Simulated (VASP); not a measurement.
# RhPb: structure and properties in VASP, part 3 of 7

Wanted: the relaxed cell of RhPb and its properties. The start is a cell from a database of measured crystal structures.

VASP 6.6.1; AM05; plane waves and PAW (Rh_pv, Pb_d).

Still holding for the runs below: This run has no spin polarisation. Its electron count is odd, so without a moment it is a metal by construction.

So far. Step 3 (Single point with fields (AM05)): In this run the pressure is -0.02 GPa, small enough to go on. Step 4 (Band structure (AM05)): There is no gap at this level.

## Step 5: Total and projected DOS (AM05)

A density of states needs more k-points than a total energy; ISMEAR = -5 takes tetrahedra, and LORBIT projects the states on the PAW spheres. The mesh is finer than in the run before.

File INCAR:

```
SYSTEM = RhPb
PREC = Accurate
ENCUT = 400
EDIFF = 1E-06
NELM = 100
ISMEAR = -5
SIGMA = 0.2
LREAL = .FALSE.
ALGO = Normal
GGA = AM
NBANDS = 63
LASPH = .TRUE.
LORBIT = 11
LWAVE = .FALSE.
LCHARG = .FALSE.
KPAR = 4
NEDOS = 2001
```

File POSCAR:

```
RhPb
1.0
    5.6472254232      0.0000000000      0.0000000000
   -2.8236127116      4.8906406774      0.0000000000
    0.0000000000      0.0000000000      4.4422078502
Rh Pb
3 3
Direct
    0.5000000000      0.0000000000      0.0000000000
    0.5000000000      0.5000000000      0.0000000000
    0.0000000000      0.5000000000      0.0000000000
    0.3333333333      0.6666666667      0.5000000000
    0.6666666667      0.3333333333      0.5000000000
    0.0000000000      0.0000000000      0.0000000000
```

File KPOINTS:

```
Automatic mesh
0
Gamma
6 6 7
0 0 0
```

The projector-augmented-wave data sets are Rh_pv and Pb_d (PBE family, release 64).

Run with:

```sh
mpirun -np 4 vasp_std
```

The log of the run:

```text
[... set-up lines as in an earlier step ...]
 entering main loop
       N       E                     dE             d eps       ncg     rms          rms(c)
DAV:   1     0.111543779309E+04    0.11154E+04   -0.38264E+04  3711   0.147E+03
DAV:   2     0.843592973548E+02   -0.10311E+04   -0.98218E+03  3552   0.486E+02
DAV:   3    -0.307867333730E+02   -0.11515E+03   -0.10961E+03  3732   0.180E+02
DAV:   4    -0.360463305272E+02   -0.52596E+01   -0.52248E+01  4305   0.409E+01
DAV:   5    -0.362635419050E+02   -0.21721E+00   -0.21716E+00  5092   0.779E+00    0.125E+01
DAV:   6    -0.352553537854E+02    0.10082E+01   -0.91281E-01  4516   0.733E+00    0.622E+00
DAV:   7    -0.349918309931E+02    0.26352E+00   -0.72690E-01  4782   0.541E+00    0.776E-01
DAV:   8    -0.349896829503E+02    0.21480E-02   -0.83990E-02  4534   0.215E+00    0.445E-01
DAV:   9    -0.349873639394E+02    0.23190E-02   -0.12732E-02  4491   0.105E+00    0.128E-01
DAV:  10    -0.349877164021E+02   -0.35246E-03   -0.18752E-03  4845   0.480E-01    0.597E-02
DAV:  11    -0.349877322532E+02   -0.15851E-04   -0.25454E-04  4510   0.109E-01    0.170E-02
DAV:  12    -0.349877171459E+02    0.15107E-04   -0.36566E-05  4056   0.677E-02    0.791E-03
DAV:  13    -0.349877351308E+02   -0.17985E-04   -0.89313E-06  4011   0.248E-02    0.199E-03
DAV:  14    -0.349877359730E+02   -0.84226E-06   -0.11575E-06  3152   0.770E-03
   1 F= -.34987736E+02 E0= -.34987736E+02  d E =0.000000E+00
 -----------------------------------------------------------------------------
|                                                                             |
|           W    W    AA    RRRRR   N    N  II  N    N   GGGG   !!!           |
|           W    W   A  A   R    R  NN   N  II  NN   N  G    G  !!!           |
|           W    W  A    A  R    R  N N  N  II  N N  N  G       !!!           |
|           W WW W  AAAAAA  RRRRR   N  N N  II  N  N N  G  GGG   !            |
|           WW  WW  A    A  R   R   N   NN  II  N   NN  G    G                |
|           W    W  A    A  R    R  N    N  II  N    N   GGGG   !!!           |
|                                                                             |
|     Tetrahedron method does not include variations of the Fermi             |
|     occupations, so forces and stress will be inaccurate. We suggest        |
|     using a different smearing scheme ISMEAR = 1 or 2 for metals in         |
|     relaxations.                                                            |
|                                                                             |
 -----------------------------------------------------------------------------
```

Elapsed: 73 s, on 4 MPI ranks of AMD EPYC 7R43, shared host; peak memory 0.96 GiB; 4.8 min of CPU time.

OUTCAR, selected parts (step 5):

```text
   k-points           NKPTS =     28   k-points in BZ     NKDIM =     28   number of bands    NBANDS=     63

   NELECT =      87.0000    total number of electrons

 E-fermi :   9.3395

 k-point     1 :       0.0000    0.0000    0.0000
  band No.  band energies     occupation
    ...
     39       8.3003      2.00000
     40       8.3893      2.00000
     41       8.3893      2.00000
     42       8.4217      2.00000
     43       8.4217      2.00000
     44       9.2644      0.10733
     45       9.9500      0.00000
     46      11.3463      0.00000
     47      11.3463      0.00000
     48      12.3271      0.00000
    ...

  Total        0.0577153      0.0577153     -0.0450422      0.0000000     -0.0000000      0.0000000
  in kB        0.7537061      0.7537061     -0.5882070      0.0000000     -0.0000000      0.0000000
  external PRESSURE =       0.3064017 kB  Pullay stress =       0.0000000 kB

 POSITION                                       TOTAL-FORCE (eV/Angst)
 -----------------------------------------------------------------------------------
      2.82361      0.00000      0.00000         0.000000      0.000000      0.000000
      1.41181      2.44532      0.00000         0.000000      0.000000      0.000000
     -1.41181      2.44532      0.00000         0.000000      0.000000      0.000000
     -0.00000      3.26043      2.22110        -0.000000      0.000000      0.000000
      2.82361      1.63021      2.22110         0.000000      0.000000      0.000000
      0.00000      0.00000      0.00000         0.000000      0.000000      0.000000
 -----------------------------------------------------------------------------------
    total drift:                               -0.000000      0.000000     -0.000000

  FREE ENERGIE OF THE ION-ELECTRON SYSTEM (eV)
  ---------------------------------------------------
  free  energy   TOTEN  =       -34.9877359730 eV

  energy  without entropy=      -34.9877359730  energy(sigma->0) =      -34.98773597

[... 6 parts as in an earlier step ...]

[... 10 further parts left out ...]
```

With tetrahedra the forces and stress of a metal are not exact derivatives of the energy.

This step gave:

| Quantity | Value |
| --- | --- |
| irreducible k-points | 28 |
| Fermi energy | 9.339 eV |
| pressure | 0.03064 GPa |
| DOS at the Fermi level | 2.339 states/eV/cell |

The density of states has structure finer than the step of the table below, so its rows give means over 1 eV, whole bins alone (the curve runs from -12.0 to 3.75 eV). Peaks (eV: height): total -3.1: 14.1, -2.4: 11.5, -1.1: 14.7, -0.8: 10.8; Rh d -3.1: 9.55, -2.4: 7.51, -1.1: 12.6, -0.8: 8.96; Pb p -4.7: 1.12, -4.5: 1.30, -4.2: 1.22, -3.1: 1.21; Rh p -3.4: 0.189, -3.1: 0.280, -2.8: 0.216, -2.4: 0.286; Rh s -5.5: 0.330, -4.7: 0.489, -4.5: 0.436, -4.2: 0.459.

States under -12.0 eV and over 3.7 eV are left out. Density of states against energy, zero at the Fermi level; means over each step; values in states/eV/cell:

| energy (eV) | total | Rh d | Pb p | Rh p | Rh s | Pb s |
| --- | --- | --- | --- | --- | --- | --- |
| -11 | 0.729 | 0.00669 | 0.00748 | 0.00819 | 0.0611 | 0.382 |
| -10 | 1.37 | 0.0325 | 0.0191 | 0.0312 | 0.0616 | 0.767 |
| -9 | 3.15 | 0.229 | 0.0296 | 0.0602 | 0.0620 | 1.88 |
| -8 | 0.713 | 0.0772 | 0.00862 | 0.0146 | 0.00938 | 0.429 |
| -7 | 0.0117 | 5.0e-4 | 1.1e-4 | 4.2e-4 | 1.4e-4 | 0.00768 |
| -6 | 0.210 | 0.0606 | 0.0325 | 0.00433 | 0.0397 | 0.00553 |
| -5 | 2.41 | 0.786 | 0.435 | 0.0503 | 0.269 | 0.0287 |
| -4 | 5.62 | 2.89 | 0.764 | 0.109 | 0.229 | 0.0500 |
| -3 | 8.61 | 5.63 | 0.775 | 0.188 | 0.0660 | 0.0458 |
| -2 | 6.66 | 4.70 | 0.430 | 0.158 | 0.0402 | 0.0231 |
| -1 | 8.01 | 6.60 | 0.218 | 0.0866 | 0.0456 | 0.0916 |
| 0 | 2.96 | 1.64 | 0.352 | 0.0817 | 0.0496 | 0.0859 |
| 1 | 3.52 | 1.76 | 0.502 | 0.0892 | 0.0750 | 0.199 |
| 2 | 2.77 | 0.907 | 0.597 | 0.111 | 0.103 | 0.211 |
| 3 | 2.23 | 0.480 | 0.552 | 0.128 | 0.116 | 0.160 |

The finer mesh and the other smearing move the Fermi level by +0.15 eV from the 4×4×5 run, one measure of the sampling error in the zero of the bands above. Of the states within 0.3 eV of the Fermi level, the largest shares in the PAW spheres are Rh d 54 % and Pb p 12 %. The rest lies in smaller channels or between the spheres.

[end of part 3 of 7]

[Lines on the potential files, build, host, timing and source positions are cut from VASP's logs without a mark.]

[Logs are printed without paths, hosts, clocks, repeated set-up lines and the standing remarks that a program may print on its own settings, such as how far it seeks lower states.]

[Hosts, paths, dates, database ids (printed as entryN), source tags and the programs' standing remarks are cut or masked in the printed files.]

[A measured line is paired with the nearest computed mode of its activity, which favours agreement.]
